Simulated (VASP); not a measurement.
Here is a VASP 6.6.1 calculation.

File POSCAR:

```
SbC
1.0
    3.1146800000      0.0000000000      0.0000000000
    0.0000000000      3.1146800000      0.0000000000
    0.0000000000      0.0000000000      3.1146800000
Sb C
1 1
Direct
    0.5000000000      0.5000000000      0.5000000000
    0.0000000000      0.0000000000      0.0000000000
```

Contents of INCAR.step1:

```
PREC     = Accurate       # precision mode
ENCUT    = 520            # plane-wave cutoff, eV
EDIFF    = 1E-5           # SCF threshold, eV
ISMEAR   = -1             # smearing method
SIGMA    = 0.05           # smearing width, eV
LREAL    = False          # projectors in reciprocal space
LASPH    = True           # aspherical terms in the spheres
NELM     = 100            # most SCF steps
ALGO     = Normal         # electronic algorithm
ISIF     = 2              # what is computed and relaxed
LWAVE    = True           # write WAVECAR
LCHARG   = False          # write CHGCAR
NBANDS   = 12             # bands
GGA      = PE             # functional
```

INCAR.step2

```
PREC     = Accurate       # precision mode
ENCUT    = 520            # plane-wave cutoff, eV
EDIFF    = 1E-7           # SCF threshold, eV
ISMEAR   = -1             # smearing method
SIGMA    = 0.05           # smearing width, eV
LREAL    = False          # projectors in reciprocal space
LASPH    = True           # aspherical terms in the spheres
NELM     = 100            # most SCF steps
ALGO     = Normal         # electronic algorithm
ISIF     = 2              # what is computed and relaxed
LWAVE    = False          # write WAVECAR
LCHARG   = False          # write CHGCAR
GGA      = PE             # functional
LHFCALC  = True           # exact exchange
AEXX     = 0.05           # exact-exchange fraction
PRECFOCK = Fast         
HFRCUT   = -1           
NBANDS   = 12             # bands
ISTART   = 1
```

File KPOINTS:

```
Automatic mesh
0
Gamma
  5 5 5
```

Potentials or basis: VASP PAW PBE potentials, release 64 (Sb, C).

The run is started by

```sh
$ cat potpaw_PBE.64/Sb/POTCAR potpaw_PBE.64/C/POTCAR > POTCAR
$ cp INCAR.step1 INCAR
$ mpirun -np 1 vasp_std > vasp.out
$ cp INCAR.step2 INCAR
$ mpirun -np 1 vasp_std > vasp.out
```

Question: What does it give for the band gap on the k mesh?

Answer: None (metal or under the smearing width).

Question: What does it give for the pressure?

Answer: 0.5 GPa.

Caveat: the k mesh is coarse (spacing up to 0.40 Å⁻¹), so the values aren't converged, least of all with exact exchange; the PAW data sets were made with another functional, which shifts forces and pressure a little. Spin-orbit coupling is left out, which matters for the levels of Sb.
